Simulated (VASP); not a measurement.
```yaml
crystal:
  lattice:
    - [2.02164, -3.50159, 0.00000]
    - [2.02164, 3.50159, 0.00000]
    - [0.00000, 0.00000, 5.12659]
  atoms:
    - { symbol: Se, position: [0.00000, 0.24832, 0.66667] }
    - { symbol: Se, position: [0.75168, 0.75168, 0.00000] }
    - { symbol: Se, position: [0.24832, 0.00000, 0.33333] }
```

Computed with PBEsol GGA, VASP's PBE PAW potentials (set 64) (plane waves; VASP). Settings: 480 eV cut-off, 6×6×4 Γ-centred mesh, Gaussian smearing of 0.050 eV, potentials Se.

Without a dispersion term in the relaxation, distances and binding between the weakly bound layers, chains or molecules are unreliable, and so is what depends on them.

### Question
What does the run give for the energy per atom (σ→0), band gap (on the k-mesh) with the smallest direct gap where there is one?

### Answer

| Quantity | Result |
|---|---|
| band gap (on the k-mesh) | 0.44 eV |
| smallest direct gap (on the k-mesh) | 0.44 eV |
| energy per atom (σ→0) | -3.852 eV/atom |

Total energies compare only between runs with the same potentials, cut-off and functional.

The compound is Se in the trig structure. It was relaxed first, which changed the volume by -11 %.
